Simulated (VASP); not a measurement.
A cell of Ga (alpha) near equilibrium:

```
Ga
1.0
    2.25280    -3.87354     0.00000
    2.25280     3.87354     0.00000
    0.00000     0.00000     4.61699
Ga
4
Direct
  0.15570   0.84430   0.91820
  0.34430   0.65570   0.41820
  0.65570   0.34430   0.58180
  0.84430   0.15570   0.08180
```

The numbers are results of PBE GGA, VASP's PBE PAW potentials (set 64) (plane waves; VASP), not measurements.

```tsv
run	ΔE (meV/atom)	σxx	σyy	σzz	largest shear component, with its sign (GPa)	largest force (eV/Å)
as it is	0.0	0.57	0.54	0.27	0.00	0.002
after one change	-0.3	-0.17	-0.23	-0.47	0.00	0.005
```
Stress is in GPa, positive when the cell is compressed.

What was changed between the two runs?
A. isotropic strain of +0.5 %
B. biaxial strain of -0.5 % in the xz plane
C. isotropic strain of +4.0 %
D. atom 3 (Ga) moved by 0.100 Å along y

A, isotropic strain of +0.5 %

The compound is Ga in the alpha structure.
